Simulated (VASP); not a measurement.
Input:

```
Rb
1.0
   -2.83368     2.83368     2.83368
    2.83368    -2.83368     2.83368
    2.83368     2.83368    -2.83368
Rb
1
Direct
  0.00000   0.00000   0.00000
```

Level of theory: PW91 GGA, VASP's PBE PAW potentials (set 64) (plane waves; VASP 6.6.1). Numerical set-up: 520 eV cut-off, Gaussian smearing of 0.050 eV, potentials Rb_sv.

**Question.** Give the energies of bands 5 to 7 at the high-symmetry points, in eV from the Fermi level.

**Answer.** 
```tsv
band	Γ	H	N	P
5	-2.00	1.23	0.21	1.27
6	3.62	1.23	0.76	1.27
7	3.62	3.23	2.54	1.27
```

It has no gap at this level: it comes out as a metal or semimetal.

The compound is Rb in the bcc structure. It was relaxed first.
